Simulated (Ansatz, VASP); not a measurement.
# TiPt (Pt-Ti stack, (111) layers) in two plane-wave programs

Aim: how closely do two programs agree when they are given the same cell, functional and k mesh? Of the first pair: The structure shown is the start of the Ansatz relaxation below; VASP solves that cell, so the two are compared at the walk's first step.

Main program and level: Ansatz 0.2.0; plane waves, with VASP 6.6.1 beside it; PBEsol.

### Step 1. Starting point

The cell holds 2 atoms: 1 Pt and 1 Ti. Its edges and angles: a = 2.923 Å, b = 2.923 Å, c = 28.573 Å, α = 90.0°, β = 90.0°, γ = 120.0°. It derives from TiPt. Vacuum lies along c. The height across the vacuum is the one that the program set for its solve, not the one typed.

### Step 2. Ansatz: relaxation, PBEsol

Ansatz runs on its PAW soft_1 files.

The two programs are compared at the cell with which this relaxation starts, whose forces are those of its first step.

Input file input.yaml:

```yaml
crystal:
  lattice:
    - [2.92265, 0.0, 0.0]
    - [-1.46133, 2.53109, 0.0]
    - [0.0, 0.0, 13.38634]
  atoms:
    - { symbol: Pt, position: [0.0, 0.0, 0.41086669] }
    - { symbol: Ti, position: [0.33333333, 0.66666667, 0.58913331] }
  periodic: [true, true, false]
kpoints:
  mp_grid: { grid: [9, 9, 1] }
hamiltonian:
  xc: pbesol
  pseudopotentials: { kind: paw, azcp: { folder: soft_1 }, xc_functional: pbe }
scf:
  occupations: { method: gaussian, width: 0.1 }
output:
  forces: true
  stress: true
  eigenvalues: true
relax:
  adjacent_minimum: "off"
  f_tol: 0.05
  max_steps: 80
  cell: { stress_2d_tol: 0.02 }
```

Command:

```console
> ansatz run input.yaml --threads 4 --pin off --max-ram 12288MiB --backend cpu --events-out ev --progress --plain --runs-dir out
```

Numbers of over 12 decimals in the logs are rounded to 6 here.

Output:

```text
Warning: crystal.periodic: the lattice vector that does not repeat stood 0.000° off the slab's normal, 13.386 Å along it as the deck builds it. The run solves the slab on a vector along the normal, 28.573 Å long, with every atom where it was (on the deck's vector they left 11.00 Å outside them, and the widest stretch free of ions among them is 2.39 Å). A fractional position that the run reports is one of the run's ce [...]
The last accepted step is kept in <dir> (removed where the run ends without a failure and the disk answers)
crystal.periodic: the lattice vector that does not repeat stood 0.000° off the slab's normal, 13.386 Å along it as the deck builds it. The run solves the slab on a vector along the normal, 28.573 Å long, with every atom where it was (on the deck's vector they left 11.00 Å outside them, and the widest stretch free of ions among them is 2.39 Å). A fractional position that the run reports is one of the run's cell, which [...]
Engine: ansatz 0.2.0, aarch64-unknown-linux-gnu
Pseudopotentials: kind: paw
Pseudopotential: Pt, paw, valence charge 18, recommended cutoff 420 eV (normal), soft_1/Pt.paw.azcp
Pseudopotential: Ti, paw, valence charge 12, recommended cutoff 420 eV (normal), soft_1/Ti.paw.azcp
Functional definition: PBEsol
  exchange = pbesol_x
  correlation = pbesol_c
Crystal: 2 atoms, lattice volume = 211.366 Å³
Basis set: ecut = 420 eV, 4091 PW (Γ), exchange–correlation on 40×40×384 points (8 copies of the dense FFT grid, shifted against one another)
Bands: 19, of which v1, the nominal top of the filled ones, is band 15 counted from 1 (14 counted from 0)
Symmetry: 6 space group operations
Space group: P3m1 (ITA 156), of the structure as read, at distance tolerance 6.0e-5 Å
k-points: 12 of 81 (time reversal used)
Non-local potential: Pt, projectors of the file, l = 0: 3, l = 1: 2, l = 2: 2, l = 3: 1
Non-local potential: Ti, projectors of the file, l = 0: 3, l = 1: 2, l = 2: 3, l = 3: 1
PAW form: soft (Blöchl's): semilocal exchange-correlation on the pseudo side does not see the compensation charge
PAW frozen core: Pt, regenerated for the run's functional, and the local potential with it (the file was generated under x = pbe(κ = 0.804, μ = 0.219515), c = pbe(β = 0.066725))
PAW frozen core: Ti, regenerated for the run's functional, and the local potential with it (the file was generated under x = pbe(κ = 0.804, μ = 0.219515), c = pbe(β = 0.066725))
PAW one-centre angular grid: Pt, 590 points (default); XC on 64 Gauss nodes
PAW one-centre angular grid: Ti, 590 points (default); XC on 64 Gauss nodes
Initial density: superposition of atomic densities (neutral atoms: chi_scale 0, normalization atom)
Initial wavefunctions: pseudopotential atomic-orbital guess
Functional: x = pbesol(κ = 0.804, μ = 0.123457), c = pbesol(β = 0.046)
SCF iter   1: F=—  HF=-14860.254224 eV  |F-HF|=—  |Δ(HF+E_count)|=         —  Δρ=7.04e-2  dr2=6.41e1  ethr=3.10e-3  ⟨swp⟩=12.6  Hψ=1795  notcnv=0
[...]
Crystal: 2 atoms, lattice volume = 185.919 Å³
iter 1 solved again at ethr=1.62e-5 eV; its pass at ethr=3.10e-3 eV (dr2=4.87e-3 eV) is discarded
SCF iter   1: F=—  HF=-14858.611843 eV  |F-HF|=—  |Δ(HF+E_count)|=         —  Δρ=6.83e-4  dr2=4.76e-3  ethr=1.62e-5  ⟨swp⟩=2.2  Hψ=1442  notcnv=0
preconditioner: auto → LDOS  [metal: Δε(μ)=0.043 eV  Ē_g=4.909 eV  σ=0.100 eV  W_gap=0.24  n_scr=18 (ndim 8)  ℏωp=10.2 eV  f_vac=0.767  D(μ)=6.88/eV (n_scr^D=22)  β→1.0]
SCF iter   2: F=—  HF=-14858.611617 eV  |F-HF|=—  |Δ(HF+E_count)|=   2.26e-4  Δρ=4.46e-4  dr2=1.54e-3  ethr=1.59e-5  ⟨swp⟩=2.7  Hψ=357  notcnv=0
SCF iter   3: F=—  HF=-14858.611593 eV  |F-HF|=—  |Δ(HF+E_count)|=   2.40e-5  Δρ=2.04e-4  dr2=3.61e-4  ethr=5.14e-6  ⟨swp⟩=3.1  Hψ=401  notcnv=0
SCF iter   4: F=—  HF=-14858.611570 eV  |F-HF|=—  |Δ(HF+E_count)|=   2.37e-5  Δρ=8.01e-5  dr2=6.87e-5  ethr=1.20e-6  ⟨swp⟩=3.8  Hψ=470  notcnv=0
SCF iter   5: F=—  HF=-14858.611669 eV  |F-HF|=—  |Δ(HF+E_count)|=   9.96e-5  Δρ=3.56e-5  dr2=2.51e-6  ethr=2.29e-7  ⟨swp⟩=2.1  Hψ=318  notcnv=0
SCF iter   6: F=—  HF=-14858.611672 eV  |F-HF|=—  |Δ(HF+E_count)|=   2.73e-6  Δρ=1.92e-5  dr2=1.22e-6  ethr=8.37e-9  ⟨swp⟩=3.7  Hψ=506  notcnv=0
SCF iter   7: F=—  HF=-14858.611672 eV  |F-HF|=—  |Δ(HF+E_count)|=   4.29e-7  Δρ=9.75e-6  dr2=1.78e-7  ethr=4.08e-9  ⟨swp⟩=2.9  Hψ=381  notcnv=0
SCF iter   8: F=-14858.611673 eV  HF=-14858.611673 eV  |F-HF|=2.16e-8  |Δ(HF+E_count)|=   2.58e-7  Δρ=3.88e-6  dr2=1.01e-7  ethr=5.35e-10  ⟨swp⟩=11.4  Hψ=1357  notcnv=0
SCF 6 converged in 8 iterations: F = -14858.611673 eV  dr2 = 1.01e-7
relax step   6: F+E_penalty+E_count = -14858.61167273 eV  Δ(F+E_penalty+E_count) = -1.982e-4 eV  max|allowed force component| = 2.278e-2 eV/Å  Δτ_max = 0.0061 Å  P = +0.106 N/m  Ω = 185.919 Å³  energy of the carried Pulay correction = +8.882e-4 eV  fix = [c, alpha, beta]  reactions: c +0.000 N/m  (8 SCF iters, dr2 threshold 1.61e-7 eV, accepted)
[...]
relax step   7: F+E_penalty+E_count = -14858.61170584 eV  Δ(F+E_penalty+E_count) = -3.310e-5 eV  max|allowed force component| = 3.644e-3 eV/Å  Δτ_max = 0.0015 Å  P = -0.015 N/m  Ω = 186.007 Å³  energy of the carried Pulay correction = +8.850e-4 eV  fix = [c, alpha, beta]  reactions: c -0.000 N/m  (7 SCF iters, dr2 threshold 1.83e-8 eV, accepted)
[...]
relax step   8: F+E_penalty+E_count = -14858.61025699 eV  Δ(F+E_penalty+E_count) = +1.449e-3 eV  max|allowed force component| = 2.896e-3 eV/Å  Δτ_max = 0.0000 Å  P = +0.002 N/m  Ω = 186.007 Å³  fix = [c, alpha, beta]  reactions: c +0.000 N/m  stress off target by 2.10e-3 N/m on what of the cell is left free  SCF on the basis re-selected at this cell (its energy is not comparable with the rows above)  (10 SCF iters)
basis re-selected at this cell: Δ(F+E_penalty+E_count) = +1.449e-3 eV, ΔP = +0.017 N/m vs the last step (what re-selecting the basis moved, of the pressure what is left beyond the Pulay correction that the steps carried, after the strain that the cell walked since its last selection, with what the two solves' SCF thresholds leave and, on support functions, any second-order correction that the steps lacked; it is no m [...]
SCF converged after 10 iterations
Free energy (F): -14858.610257 eV
Harris-Foulkes:  -14858.610257 eV  (|F-HF|=1.31e-10)
Internal energy: -14858.575293 eV  (E = F + TS)
E sigma→0 (E₀):  -14858.592775 eV
Entropy (-TS):   -0.034964 eV (-17.482 meV/atom)
Fermi energy:    -4.552051 eV
--- Per-component energies (eV) ---
  E_band       = -1007.684621
  E_kinetic    = 880.621126
  E_local      = -75496.824897  (includes V_loc(G=0)·N_el)
  E_nonlocal   = 270.147740
  E_hartree    = 37124.910104
  E_xc         = -345.850969
  E_vxc        = -415.296024  (∫ρ·V_xc dr)
  E_paw        = -10364.390683  (= ΣΔE_a)
  E_vpaw       = -496.153820  (= ΣTr[D̂ρ^β])
  E_aug_tail   = 0.001059  (compensation charges beyond the density's cutoff)
  E_ewald      = 33072.384812
  E_core_change = 0.426416  (= ΣΔE_core)
  E_smearing   = -0.034964  (= −TS)
  E_closure    = -0.000000  (closes the sum)
  Σ components = -14858.610257   (vs F -14858.610257, Δ=0.00e0)
--- Forces (eV/Å), atoms counted from 1 ---
  atom   1  Pt     0.00000000    -0.00000000     0.00289620
  atom   2  Ti    -0.00000000     0.00000000    -0.00289614
  max |Σ_I F_I| component: 6.08e-8 eV/Å
--- 2D stress c σ (N/m, compression-positive) ---
        0.002104       0.000000      -0.000000
        0.000000       0.002104      -0.000000
       -0.000000      -0.000000       0.000000
  P = ½ c Tr σ = 0.0021 N/m
--- Band table (eV; the first three rows and the last of 12) ---
  k-point 0: bands = [... 11 lower, -8.2826, -7.0352, -6.2357, -6.2357, -4.8640, -4.2389, -3.4095, -3.4095]
  k-point 1: bands = [... 11 lower, -7.9413, -7.2942, -6.4778, -6.3141, -4.6289, -4.0455, -3.4989, -3.1441]
  k-point 2: bands = [... 11 lower, -8.1682, -7.0134, -6.5015, -6.0990, -4.5259, -4.0912, -3.0384, -2.3932]
  k-point 11: bands = [... 11 lower, -8.2997, -8.1006, -4.4779, -4.4582, -3.7482, -3.4645, -2.1683, 0.8197]
--- Relaxed structure (7 steps of the walk, 6 accepted, 1 SCFs on fresh bases) ---
  F+E_penalty+E_count = -14858.61025699 eV   max|allowed force component| = 2.896e-3 eV/Å   (the final SCF, on the basis selected at the relaxed cell)
  cell:  # Å, volume = 186.0071 Å³
    - [2.741726, 2.708048778850492e-6, 0]
    - [-1.370865, 2.374403, 0]
    - [0, 0, 28.572675]
  atoms:
    - { symbol: Pt, position: [-2.0089437634145174e-17, 1.8503715199613513e-17, 0.196875] }
    - { symbol: Ti, position: [0.333333, 0.666667, 0.271627] }
```

The column dr2 measures how far the density is from self-consistency, as an energy; F and HF (Harris–Foulkes) agree once it is small.

### Step 3. VASP: single point, PBEsol, start cell, pair 1

The same cell, functional, mesh and smearing now go to VASP, with its own data sets.

Lines of VASP's logs that name or quote its potential files are left out, and so is its time.

Input file INCAR:

```
SYSTEM = TiPt
PREC = Accurate
ENCUT = 400
EDIFF = 1E-06
NELM = 120
ISMEAR = 0
SIGMA = 0.1
LREAL = .FALSE.
ALGO = Normal
GGA = PS
NBANDS = 17
LASPH = .TRUE.
LORBIT = 11
LWAVE = .FALSE.
LCHARG = .FALSE.
ISIF = 2
LDIPOL = .TRUE.
IDIPOL = 3
DIPOL = 0.5 0.5 0.234
LVHAR = .TRUE.
GGA_COMPAT = .FALSE.
NELMDL = -8
```

Input file POSCAR:

```
TiPt
1.0
    2.9226500000      0.0000030000      0.0000000000
   -1.4613280000      2.5310880000      0.0000000000
    0.0000000000      0.0000000000     28.5726750000
Pt Ti
1 1
Direct
    0.0000000000      0.0000000000      0.1924916376
    0.3333333333      0.6666666667      0.2760098241
```

Input file KPOINTS:

```
Automatic mesh
0
Gamma
9 9 1
0 0 0
```

PAW data sets: Pt and Ti_sv (PBE family, release 64).

Command:

```console
> mpirun -np 1 vasp_std
```

Output:

```text
[banner, memory and clock lines left out]
running    1 mpi-ranks, on    1 nodes
 distrk:  each k-point on    1 cores,    1 groups
 distr:  one band on    1 cores,    1 groups

 POSCAR found type information on POSCAR PtTi
 POSCAR found :  2 types and       2 ions
|                                                                             |
|               ----> ADVICE to this user running VASP <----                  |
|                                                                             |
|     You enforced a specific xc type in the INCAR file but a different       |
|     [... a line on the potential file left out ...]
|     I HOPE YOU KNOW WHAT YOU ARE DOING!                                     |
|                                                                             |

 LDA part: xc-table for (Slater+PW92), standard interpolation
 POSCAR, INCAR and KPOINTS ok, starting setup
 FFT: planning ... GRIDC
 FFT: planning ... GRID_SOFT
 FFT: planning ... GRID
 WAVECAR not read
 entering main loop
       N       E                     dE             d eps       ncg     rms          rms(c)
DAV:   1     0.123086993407E+03    0.12309E+03   -0.94244E+03   504   0.847E+02
DAV:   2    -0.673976362304E+00   -0.12376E+03   -0.11984E+03   580   0.228E+02
DAV:   3    -0.148327189700E+02   -0.14159E+02   -0.14037E+02   714   0.678E+01
DAV:   4    -0.156119259334E+02   -0.77921E+00   -0.77623E+00   512   0.143E+01
DAV:   5    -0.156460724493E+02   -0.34147E-01   -0.34141E-01   611   0.281E+00
DAV:   6    -0.156463822419E+02   -0.30979E-03   -0.30979E-03   547   0.294E-01
DAV:   7    -0.156463903671E+02   -0.81251E-05   -0.81249E-05   611   0.425E-02
DAV:   8    -0.156463904602E+02   -0.93165E-07   -0.93251E-07   449   0.458E-03    0.945E+00
DAV:   9    -0.141230196526E+02    0.15234E+01   -0.64867E+00   466   0.225E+01    0.356E+00
DAV:  10    -0.153534317931E+02   -0.12304E+01   -0.13558E+01   492   0.156E+01    0.853E+00
DAV:  11    -0.139948784348E+02    0.13586E+01   -0.45189E+00   507   0.874E+00    0.260E+00
DAV:  12    -0.139665225268E+02    0.28356E-01   -0.86691E-01   504   0.394E+00    0.176E+00
DAV:  13    -0.139294828078E+02    0.37040E-01   -0.12189E-01   460   0.224E+00    0.264E-01
DAV:  14    -0.139289262981E+02    0.55651E-03   -0.44281E-03   464   0.435E-01    0.159E-01
[...]
DAV:  21    -0.139304189089E+02   -0.75934E-04   -0.66320E-06   452   0.125E-02    0.206E-03
DAV:  22    -0.139304424548E+02   -0.23546E-04   -0.16913E-06   386   0.539E-03    0.321E-03
DAV:  23    -0.139304640411E+02   -0.21586E-04   -0.32474E-06   385   0.567E-03    0.359E-03
DAV:  24    -0.139304746072E+02   -0.10566E-04   -0.51918E-07   344   0.279E-03    0.170E-03
DAV:  25    -0.139304844173E+02   -0.98101E-05   -0.59852E-07   334   0.281E-03    0.200E-03
DAV:  26    -0.139304868550E+02   -0.24378E-05   -0.89707E-08   251   0.117E-03    0.126E-03
DAV:  27    -0.139304892977E+02   -0.24426E-05   -0.11397E-07   283   0.102E-03    0.267E-04
DAV:  28    -0.139304900917E+02   -0.79408E-06   -0.31133E-08   236   0.539E-04
   1 F= -.13930490E+02 E0= -.13910212E+02  d E =-.405558E-01
```

From OUTCAR (step 3):

```text
ion  position               nearest neighbor table
   1  0.000  0.000  0.192-   2 2.92   2 2.92   2 2.92
   2  0.333  0.667  0.276-   1 2.92   1 2.92   1 2.92

  LATTYP: Found a hexagonal cell.
 ALAT       =     2.9226500000
 C/A-ratio  =     9.7762903529

 Subroutine GETGRP returns: Found  6 space group operations
 (whereof  6 operations were pure point group operations)

The static configuration has the point symmetry C_3v.

 Found     12 irreducible k-points:

   k-points           NKPTS =     12   k-points in BZ     NKDIM =     12   number of bands    NBANDS=     17

   dimension x,y,z NGX =    20 NGY =   20 NGZ =  192
   dimension x,y,z NGXF=    40 NGYF=   40 NGZF=  384

   ENCUT  =  400.0 eV  29.40 Ry    5.42 a.u.   4.77  4.77 46.59*2*pi/ulx,y,z

   NELECT =      22.0000    total number of electrons

 k-points in reciprocal lattice and weights: Automatic mesh
   0.00000000  0.00000000  0.00000000       0.012
   0.11111111 -0.00000000  0.00000000       0.074
   0.22222222  0.00000000  0.00000000       0.074
   0.33333333  0.00000000  0.00000000       0.074
   0.44444444  0.00000000  0.00000000       0.074
   0.11111111  0.11111111  0.00000000       0.074
   0.22222222  0.11111111  0.00000000       0.148
   0.33333333  0.11111111  0.00000000       0.148
   0.44444444  0.11111111  0.00000000       0.074
   0.22222222  0.22222222  0.00000000       0.074
   0.33333333  0.22222222  0.00000000       0.148
   0.33333333  0.33333333  0.00000000       0.025

 dipolmoment           0.000000      0.000000     -0.025332 electrons x Angstroem

 average (electrostatic) potential at core
       1 -75.7403       2 -83.3176

 E-fermi :  -2.3387

 k-point     1 :       0.0000    0.0000    0.0000
  band No.  band energies     occupation
    ...
      8      -5.0351      2.00000
      9      -4.4386      2.00000
     10      -3.4948      2.00000
     11      -3.4948      2.00000
     12      -2.4931      1.97097
     13      -1.7659      0.00000
     14      -1.4298      0.00000
     15      -1.4298      0.00000
     16      -0.1255      0.00000
     17      -0.1255      0.00000

 k-point     2 :       0.1111   -0.0000    0.0000
  band No.  band energies     occupation
    ...
      8      -4.7800      2.00000
      9      -4.3878      2.00000
     10      -3.9546      2.00000
     11      -3.5543      2.00000
     12      -2.3285      0.88492
     13      -1.7217      0.00000
     14      -1.3850      0.00000
     15      -1.2157      0.00000
     16      -0.1652      0.00000
     17       0.2002      0.00000

 k-point     3 :       0.2222    0.0000    0.0000
  band No.  band energies     occupation
    ...
      7      -5.3431      2.00000
      8      -4.8950      2.00000
      9      -4.0852      2.00000
     10      -3.8343      2.00000
     11      -3.7006      2.00000
     12      -2.2620      0.27808
     13      -1.9056      0.00000
     14      -1.0103      0.00000
     15      -0.6214      0.00000
     16      -0.2653      0.00000
    ...

  Total       -5.9597158     -5.9597175     -4.6243922      0.0000009      0.0000000     -0.0000000
  in kB      -45.1752869    -45.1752995    -35.0533902      0.0000072      0.0000000     -0.0000000
  external PRESSURE =     -41.8013255 kB  Pullay stress =       0.0000000 kB

  energy-cutoff  :      400.00
  volume of cell :      211.37
      direct lattice vectors                 reciprocal lattice vectors
     2.922650000  0.000003000  0.000000000     0.342155033  0.197543795  0.000000000
    -1.461328000  2.531088000  0.000000000    -0.000000406  0.395086780  0.000000000
     0.000000000  0.000000000 28.572675000     0.000000000  0.000000000  0.034998473

 POSITION                                       TOTAL-FORCE (eV/Angst)
 -----------------------------------------------------------------------------------
      0.00000      0.00000      5.50000        -0.000000     -0.000000      1.901859
     -0.00000      1.68739      7.88634         0.000000      0.000000     -1.901859
 -----------------------------------------------------------------------------------
    total drift:                               -0.000001     -0.000001      0.000074

  FREE ENERGIE OF THE ION-ELECTRON SYSTEM (eV)
  ---------------------------------------------------
  free  energy   TOTEN  =       -13.9304900917 eV

  energy  without entropy=      -13.8899342550  energy(sigma->0) =      -13.91021217

 vacuum level on the upper side and lower side of the slab         1.909         2.529

 total charge
# of ion       s       p       d       tot
------------------------------------------
    1        0.627   0.330   7.999   8.956
    2        2.219   6.062   1.837  10.119
--------------------------------------------------
tot          2.847   6.393   9.836  19.075

[... 3 further parts left out ...]
```

The PAW data sets were made with PBE, which is usual practice but a small mismatch for other functionals.

### Step 4. Comparison

Known differences besides the potentials themselves: Ansatz cuts the interaction across the vacuum, VASP repeats the sheet with a dipole correction (LDIPOL); the data sets hold 30 valence electrons in Ansatz (on its PAW soft_1 files) and 22 in VASP; the cutoff is 420 eV in Ansatz and 400 eV in VASP; Ansatz makes its cores anew for this functional, VASP keeps those of its PBE data sets. Total energies have different zeros and are not compared.

Forces (eV/Å; atoms numbered as in POSCAR):

```
atom        Ansatz x, y, z          VASP x, y, z
 Pt1   0.000, 0.000, 1.899   0.000, 0.000, 1.902
 Ti2  0.000, 0.000, -1.899  0.000, 0.000, -1.902
```

The forces differ by 1.6 meV/Å r.m.s., which is 0.1 % of the r.m.s. force of 1.098 eV/Å (both taken over all components). Where the cell holds vacuum, a pressure given here is an average over it and none of the material.

### Step 5. Ansatz: relaxation, PBEsol

This run makes the geometry at which the two programs are then compared.

The structure compared here is the end of the Ansatz relaxation.

This is the run of step 2 again, met here at its other cell.

[end of part 1 of 2]

[Lines on the potential files, build, host, timing and source positions are cut from VASP's logs without a mark.]

[Logs are printed without paths, hosts, clocks, repeated set-up lines and the standing remarks that a program may print on its own settings, such as how far it seeks lower states.]

[Hosts, paths, dates, database ids (printed as entryN), source tags and the programs' standing remarks are cut or masked in the printed files.]
